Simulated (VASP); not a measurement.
Zn:

```
Zn
1.0
     2.61436    0.00000    0.00000
    -1.30718    2.26410    0.00000
     0.00000    0.00000    4.87316
Zn
2
Direct
  0.33333 0.66667 0.25000
  0.66667 0.33333 0.75000
```

| Property | Result |
| --- | --- |
| Program | VASP 6.6.1 |
| Task | relaxation of cell and atoms |
| Functional | PBE |
| Potentials or basis | VASP PAW PBE potentials, release 64 (Zn) |
| Cutoff | 600 eV |
| k mesh | 18 × 18 × 10 |
| Occupations | gaussian, width 0.1 eV |
| Spin | no spin polarisation |

At the start: pressure 4.5 GPa; volume 14.42 Å³/atom.

How do energy, volume and symmetry change on relaxing?

Over 12 steps the energy falls by 13.1 meV/atom and the volume is 15.36 Å³/atom (+6.5 %); space group P6_3/mmc (No. 194, to 0.05 Å).

The path:
```
step  energy change (eV)  largest force (eV/Å)  pressure (GPa)  volume (Å³)
   1              0.0000                0.0000            4.51        28.85
   2             -0.0214                0.0000           -0.38        30.57
   3             -0.0215                0.0000           -0.11        30.45
   4             -0.0241                0.0000           -0.06        30.52
   5             -0.0260                0.0000            0.07        30.61
   6             -0.0262                0.0000            0.17        30.66
   7             -0.0262                0.0000            0.08        30.65
   8             -0.0262                0.0000            0.15        30.64
   9             -0.0262                0.0000            0.29        30.65
  10             -0.0262                0.0000           -0.24        30.82
  11             -0.0262                0.0000           -0.05        30.72
  12             -0.0262                0.0000            0.00        30.71
```

Final structure:
```
Zn
1.0
     2.63925    0.00000    0.00000
    -1.31962    2.28566    0.00000
     0.00000    0.00000    5.09121
Zn
2
Cartesian
  0.0000 1.5238 1.2728
  1.3196 0.7619 3.8184
```
